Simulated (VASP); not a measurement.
VASP ran on this input.

INCAR:
```
ALGO  =  Normal
EDIFF  =  1E-7
ENCUT  =  520
GGA  =  PE
ISIF  =  2
ISMEAR  =  -5
IVDW  =  13
LASPH  =  T
LCHARG  =  T
LMAXMIX  =  6
LORBIT  =  11
LREAL  =  F
LWAVE  =  F
NEDOS  =  601
NELM  =  100
PREC  =  Accurate
SYSTEM  =  CuAu
```

**POSCAR**
```
CuAu
1
    2.8492917914     0.0000000000     0.0000000000
   -0.0000000000     2.8492917914    -0.0000000000
    0.0000000000    -0.0000000000     3.5611627499
Cu Au
1 1
Direct
  0.0000000000   0.0000000000   0.0000000000
  0.5000000000   0.5000000000   0.5000000000
```

KPOINTS:
```
Automatic mesh
0
Gamma
14 14 12
0 0 0
```

POTCAR, in this order: Cu Au (PBE.64 set). Program: vasp_std.

Q: Write an equivalent input for Ansatz.

A: One equivalent input (not run):
Ansatz 0.2 input:
```yaml
crystal:
  lattice:
    - [2.8492918, 0.0000000, 0.0000000]
    - [0.0000000, 2.8492918, 0.0000000]
    - [0.0000000, 0.0000000, 3.5611627]
  atoms:
    - { symbol: Cu, position: [0.0000000, 0.0000000, 0.0000000] }
    - { symbol: Au, position: [0.5000000, 0.5000000, 0.5000000] }
kpoints:
  mp_grid: { grid: [14, 14, 12] }
hamiltonian:
  xc: pbe
  dispersion: d4
  pseudopotentials: { kind: paw }
scf:
  occupations: { method: tetrahedron }
  max_iter: 100
output: { forces: true, stress: true, eigenvalues: true }
```
What does not carry over: each code has its own PAW files, so the cut-off isn't converted (ENCUT is set for VASP's; basis.ecutwfc is left out, and Ansatz then takes the one that its files recommend); Ansatz stops its SCF on the density residual and VASP on the energy change (EDIFF).

The compound is CuAu in the L1_0 structure. It was relaxed first.
